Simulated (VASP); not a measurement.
A run of VASP 6.6.1 is set up as follows.

INCAR

```
SYSTEM = Mg2CdS3
  PREC = Normal
  ENCUT = 520
  EDIFF = 1E-4
  ISMEAR = 0
  SIGMA = 0.15
  LREAL = .False.
  LASPH = .True.
  NELM = 60
  ALGO = Fast
  ISIF = 3
  LWAVE = .False.
  LCHARG = .False.
  GGA = PE
  IBRION = 2
  NSW = 24
  EDIFFG = -0.08
```

File KPOINTS:

```
regular mesh
0
Gamma
  5 5 5
  0 0 0
```

Contents of POSCAR:

```
Mg2CdS3
1.0
   -2.1746200100      2.1746200100      5.5129607300
    2.1746200100     -2.1746200100      5.5129607300
    2.1746200100      2.1746200100     -5.5129607300
Mg Cd S
2 1 3
Direct
    0.6907110200      0.6907110200      0.0000000000
    0.3092889800      0.3092889800      0.0000000000
    0.0000000000      0.0000000000      0.0000000000
    0.7500000000      0.2500000000      0.5000000000
    0.5000000000      0.5000000000      0.0000000000
    0.2500000000      0.7500000000      0.5000000000
```

Potentials or basis: VASP PAW PBE potentials, release 64 (Mg, Cd, S).

Command:

```bash
$ cat potpaw_PBE.64/Mg/POTCAR potpaw_PBE.64/Cd/POTCAR potpaw_PBE.64/S/POTCAR > POTCAR
$ mpirun -np 1 vasp_std > vasp.out
```

(1) Predict the band gap on the k mesh.

(2) Estimate the space group after relaxing (to 0.05 Å).

## Answers

(1) none (metal or under the smearing width).

(2) I4/mmm (No. 139).

Caveat: the k mesh is coarse (spacing up to 0.41 Å⁻¹), so the values aren't converged.
